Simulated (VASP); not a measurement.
Method: G0W0 on PBE orbitals, VASP's PBE PAW potentials (set 64) (plane waves; VASP).

A VASP calculation is set up with these files.

File KPOINTS:
```
Automatic mesh
0
Gamma
4 4 4
0 0 0
```

File POSCAR:
```
CdS
5.820
  0.0000000000   0.5000000000   0.5000000000
  0.5000000000   0.0000000000   0.5000000000
  0.5000000000   0.5000000000   0.0000000000
Cd S
1 1
Direct
  0.0000000000   0.0000000000   0.0000000000
  0.2500000000   0.2500000000   0.2500000000
```

**INCAR**
```
SYSTEM=CdS
PREC=Normal; ENCUT=500; LREAL=.False.
LASPH=.True.; NBANDS=320
ALGO=EVGW0
ISMEAR=0; SIGMA=0.01
GGA=PE
LWAVE=.False.; LCHARG=.False.
NELMGW=1; NOMEGA=64; ENCUTGW=300
NBANDSGW=21; LSPECTRALGW=.True.
```

POTCAR, in this order: Cd_sv_GW S_GW (PBE.64 set). Program: vasp_std. Read from the step before: WAVECAR, WAVEDER.

The resulting files:

**OSZICAR**
```
energies w=
    0.000    0.000    1.111    0.000    2.219    0.000    3.322    0.000
    4.419    0.000    5.506    0.000    6.582    0.000    7.646    0.000
    8.697    0.000    9.734    0.000   10.758    0.000   11.767    0.000
   12.762    0.000   13.744    0.000   14.714    0.000   15.672    0.000
   16.620    0.000   17.560    0.000   18.492    0.000   19.419    0.000
   20.342    0.000   21.263    0.000   22.184    0.000   23.107    0.000
   24.034    0.000   24.967    0.000   25.910    0.000   26.864    0.000
   27.833    0.000   28.819    0.000   29.826    0.000   30.857    0.000
   31.916    0.000   33.008    0.000   34.136    0.000   35.308    0.000
   36.527    0.000   37.802    0.000   39.139    0.000   40.547    0.000
   42.037    0.000   43.620    0.000   45.309    0.000   47.121    0.000
   49.073    0.000   51.190    0.000   53.496    0.000   56.025    0.000
   58.817    0.000   61.920    0.000   65.397    0.000   69.326    0.000
   73.806    0.000   78.969    0.000   84.990    0.000   92.106    0.000
  100.650    0.000  111.101    0.000  124.171    0.000  140.979    0.000
  163.372    0.000  194.645    0.000  241.309    0.000  318.259    0.000
NQ=   1    0.0000    0.0000    0.0000,
 performed        618000 updates of chi_q(r,r)
NQ=   2    0.2500    0.0000    0.0000,
 performed       1612000 updates of chi_q(r,r)
NQ=   3    0.5000    0.0000    0.0000,
 performed       2499000 updates of chi_q(r,r)
NQ=   4    0.2500    0.2500    0.0000,
 performed       3493000 updates of chi_q(r,r)
NQ=   5    0.5000    0.2500    0.0000,
 performed       4783000 updates of chi_q(r,r)
NQ=   6   -0.2500    0.2500    0.0000,
 performed       5965000 updates of chi_q(r,r)
NQ=   7    0.5000    0.5000    0.0000,
 performed       6771000 updates of chi_q(r,r)
NQ=   8   -0.2500    0.5000    0.2500,
 performed       7738000 updates of chi_q(r,r)
 resolving degeneracies of screened two electron integrals
```

**OUTCAR**
```


 k-point   1 :       0.0000    0.0000    0.0000
  band No.  KS-energies  QP-energies   sigma(KS)   V_xc(KS)     V^pw_x(r,r')   Z            occupation Imag(sigma)

      1     -98.3952    -102.0467     -37.5452     -32.0313     -55.4551       0.6622       2.0000       3.5418
      2     -59.4678     -62.7405     -35.4968     -31.0019     -49.0003       0.7281       2.0000       3.7770
      3     -59.4678     -62.7405     -35.4968     -31.0019     -49.0003       0.7281       2.0000       3.7770
      4     -59.4678     -62.7405     -35.4968     -31.0019     -49.0003       0.7281       2.0000       3.7770
      5      -9.4491     -10.5699     -14.7510     -13.1522     -21.0803       0.7010       2.0000       1.8698
      6      -4.8107      -6.5956     -26.3413     -23.9315     -31.6757       0.7407       2.0000       0.7199
      7      -4.8107      -6.5956     -26.3413     -23.9315     -31.6757       0.7407       2.0000       0.7199
      8      -4.8107      -6.5956     -26.3413     -23.9315     -31.6757       0.7407       2.0000       0.7199
      9      -4.3238      -6.1431     -27.7259     -25.2830     -33.0198       0.7447       2.0000       0.6224
     10      -4.3238      -6.1431     -27.7259     -25.2830     -33.0198       0.7447       2.0000       0.6224
     11       2.9572       1.9576     -16.6534     -15.3551     -18.2867       0.7699       2.0000       0.3309
     12       2.9572       1.9576     -16.6534     -15.3551     -18.2867       0.7699       2.0000       0.3309
     13       2.9572       1.9576     -16.6534     -15.3551     -18.2867       0.7699       2.0000       0.3309
     14       4.1028       4.2891     -10.3731     -10.6032      -6.6261       0.8099       0.0000      -0.2914
     15       9.4732       9.9729      -9.9807     -10.6002      -5.7130       0.8066       0.0000      -0.4136
     16       9.4732       9.9729      -9.9807     -10.6002      -5.7130       0.8066       0.0000      -0.4136
     17       9.4732       9.9729      -9.9807     -10.6002      -5.7130       0.8066       0.0000      -0.4136
     18      14.3356      15.0421     -10.7802     -11.6660      -5.8635       0.7975       0.0000      -0.6317
     19      14.3356      15.0421     -10.7802     -11.6660      -5.8635       0.7975       0.0000      -0.6317
     20      14.4297      14.7645      -8.6465      -9.0541      -3.5240       0.8216       0.0000      -0.7393
     21      16.2434      16.4611      -7.6101      -7.8734      -2.7355       0.8269       0.0000      -0.8381

 k-point   2 :       0.2500    0.0000    0.0000
  band No.  KS-energies  QP-energies   sigma(KS)   V_xc(KS)     V^pw_x(r,r')   Z            occupation Imag(sigma)

      1     -98.3953    -102.0423     -37.5453     -32.0313     -55.4553       0.6614       2.0000       3.5419
      2     -59.4682     -62.7141     -35.4968     -31.0017     -48.9996       0.7221       2.0000       3.7765
      3     -59.4682     -62.7141     -35.4968     -31.0017     -48.9996       0.7221       2.0000       3.7765
      4     -59.4682     -62.7141     -35.4968     -31.0017     -48.9996       0.7221       2.0000       3.7765
      5      -9.2315     -10.3526     -15.2042     -13.6047     -21.4804       0.7009       2.0000       1.8037
      6      -4.7385      -6.5271     -26.5304     -24.1193     -31.8642       0.7418       2.0000       0.7112
      7      -4.7385      -6.5271     -26.5304     -24.1193     -31.8642       0.7418       2.0000       0.7112
      8      -4.5622      -6.3412     -25.9288     -23.5492     -31.1561       0.7476       2.0000       0.7193
      9      -4.3194      -6.1427     -27.7275     -25.2858     -33.0269       0.7467       2.0000       0.6247
     10      -4.3194      -6.1427     -27.7275     -25.2858     -33.0269       0.7467       2.0000       0.6247
     11       0.4451      -0.6928     -15.3091     -13.8319     -17.3720       0.7703       2.0000       0.4544
     12       2.5554       1.5227     -16.1825     -14.8401     -17.8894       0.7693       2.0000       0.3497
     13       2.5554       1.5227     -16.1825     -14.8401     -17.8894       0.7693       2.0000       0.3497
     14       5.7393       6.0277     -10.7684     -11.1272      -6.8605       0.8038       0.0000      -0.3235
     15       9.2289       9.6014     -10.0539     -10.5189      -5.7464       0.8011       0.0000      -0.4369
     16       9.9794      10.4939     -10.1062     -10.7467      -5.7347       0.8032       0.0000      -0.4433
     17       9.9794      10.4939     -10.1062     -10.7467      -5.7347       0.8032       0.0000      -0.4433
     18      13.5137      14.0605      -9.9544     -10.6337      -5.2478       0.8048       0.0000      -0.5932
     19      13.5137      14.0605      -9.9544     -10.6337      -5.2478       0.8048       0.0000      -0.5932
     20      14.2634      14.4136      -7.5512      -7.7342      -2.8163       0.8212       0.0000      -0.6865
     21      17.9994      18.4704      -9.0308      -9.6017      -3.6694       0.8249       0.0000      -0.9637

 k-point   3 :       0.5000    0.0000    0.0000
  band No.  KS-energies  QP-energies   sigma(KS)   V_xc(KS)     V^pw_x(r,r')   Z            occupation Imag(sigma)

      1     -98.3950    -102.0732     -37.5451     -32.0311     -55.4549       0.6671       2.0000       3.5419
      2     -59.4676     -62.7437     -35.4968     -31.0013     -48.9985       0.7288       2.0000       3.7758
      3     -59.4676     -62.7437     -35.4968     -31.0013     -48.9985       0.7288       2.0000       3.7758
      4     -59.4676     -62.7437     -35.4968     -31.0013     -48.9985       0.7288       2.0000       3.7758
      5      -9.0138     -10.1443     -15.8073     -14.1992     -22.0375       0.7030       2.0000       1.7287
      6      -4.6885      -6.4801     -26.6514     -24.2368     -31.9772       0.7420       2.0000       0.7016
      7      -4.6885      -6.4801     -26.6514     -24.2368     -31.9772       0.7420       2.0000       0.7016
      8      -4.2842      -6.1074     -27.8488     -25.4093     -33.1650       0.7474       2.0000       0.6270
      9      -4.2842      -6.1074     -27.8488     -25.4093     -33.1650       0.7474       2.0000       0.6270
     10      -3.9351      -5.6920     -27.1916     -24.8383     -32.4307       0.7465       2.0000       0.6645
     11      -1.4890      -2.7647     -13.1512     -11.4866     -15.7140       0.7664       2.0000       0.6657
     12       2.1958       1.1307     -15.7490     -14.3644     -17.5322       0.7692       2.0000       0.3698
     13       2.1958       1.1307     -15.7490     -14.3644     -17.5322       0.7692       2.0000       0.3698
     14       5.9660       6.3188     -10.5525     -10.9881      -6.5789       0.8097       0.0000      -0.3275
     15       9.9414      10.4191      -9.9847     -10.5772      -5.7179       0.8062       0.0000      -0.4367
     16       9.9414      10.4191      -9.9847     -10.5772      -5.7179       0.8062       0.0000      -0.4367
     17      10.4300      10.7114      -9.7693     -10.1242      -5.0819       0.7928       0.0000      -0.5677
     18      14.0067      14.2341      -7.9949      -8.2734      -3.0845       0.8165       0.0000      -0.6932
     19      15.3023      16.0498     -10.5373     -11.4717      -5.2373       0.8000       0.0000      -0.7504
     20      15.3023      16.0498     -10.5373     -11.4717      -5.2373       0.8000       0.0000      -0.7504
     21      16.7498      17.4926     -10.3493     -11.2641      -4.8089       0.8119       0.0000      -0.9262

 k-point   4 :       0.2500    0.2500    0.0000
  band No.  KS-energies  QP-energies   sigma(KS)   V_xc(KS)     V^pw_x(r,r')   Z            occupation Imag(sigma)

      1     -98.3956    -102.0224     -37.5455     -32.0315     -55.4557       0.6577       2.0000       3.5420
      2     -59.4689     -62.6952     -35.4968     -31.0017     -48.9996       0.7177       2.0000       3.7765
      3     -59.4689     -62.6952     -35.4968     -31.0017     -48.9996       0.7177       2.0000       3.7765
      4     -59.4689     -62.6952     -35.4968     -31.0017     -48.9996       0.7177       2.0000       3.7765
      5      -9.1608     -10.2846     -15.3630     -13.7625     -21.6229       0.7021       2.0000       1.7825
      6      -4.6492      -6.4417     -26.7791     -24.3676     -32.1180       0.7433       2.0000       0.7024
      7      -4.6492      -6.4417     -26.7791     -24.3676     -32.1180       0.7433       2.0000       0.7024
      8      -4.6387      -6.4136     -25.6166     -23.2336     -30.8177       0.7448       2.0000       0.7233
      9      -4.3411      -6.1482     -27.3655     -24.9407     -32.6411       0.7452       2.0000       0.6392
     10      -4.2801      -6.1060     -27.8458     -25.4036     -33.1524       0.7477       2.0000       0.6217
     11       0.6287      -0.4785     -15.9529     -14.5173     -17.9574       0.7713       2.0000       0.4352
     12       1.9235       0.8438     -15.4751     -14.0693     -17.3034       0.7681       2.0000       0.3823
     13       1.9235       0.8438     -15.4751     -14.0693     -17.3034       0.7681       2.0000       0.3823
     14       6.5562       6.8198     -10.8218     -11.1520      -6.8902       0.7983       0.0000      -0.3493
     15       7.7614       8.1736     -10.0737     -10.5828      -6.0251       0.8097       0.0000      -0.3639
     16      11.0718      11.6161     -10.3828     -11.0645      -5.7112       0.7984       0.0000      -0.5211
     17      11.0718      11.6161     -10.3828     -11.0645      -5.7112       0.7984       0.0000      -0.5211
     18      11.3521      11.6410      -9.1189      -9.4757      -4.8497       0.8096       0.0000      -0.4928
     19      14.6261      15.3496     -10.3891     -11.2959      -5.3324       0.7980       0.0000      -0.6525
     20      17.5749      17.9961      -8.5987      -9.1123      -3.3753       0.8201       0.0000      -0.8920
     21      18.3560      18.7351      -8.2967      -8.7553      -3.1806       0.8264       0.0000      -0.9635

 k-point   5 :       0.5000    0.2500    0.0000
  band No.  KS-energies  QP-energies   sigma(KS)   V_xc(KS)     V^pw_x(r,r')   Z            occupation Imag(sigma)

      1     -98.3952    -102.0608     -37.5452     -32.0312     -55.4552       0.6648       2.0000       3.5419
      2     -59.4680     -62.7314     -35.4968     -31.0012     -48.9984       0.7259       2.0000       3.7757
      3     -59.4680     -62.7314     -35.4968     -31.0012     -48.9984       0.7259       2.0000       3.7757
      4     -59.4680     -62.7314     -35.4968     -31.0012     -48.9984       0.7259       2.0000       3.7757
      5      -8.9481     -10.0850     -15.9790     -14.3682     -22.1966       0.7058       2.0000       1.7088
...
```
(Selected blocks of OUTCAR.)

The mesh is coarse and the basis finite, so the quasiparticle values are not converged. VASP warned that its frequency grid is unfit for quasiparticle energies.

The compound is CdS in the zinc blende structure, a metastable form; wurtzite is the usual one. The cell was not relaxed at this level. The k-mesh is coarse (spacing up to 0.47 per Å, 2π included), so the numbers may not be converged in it.
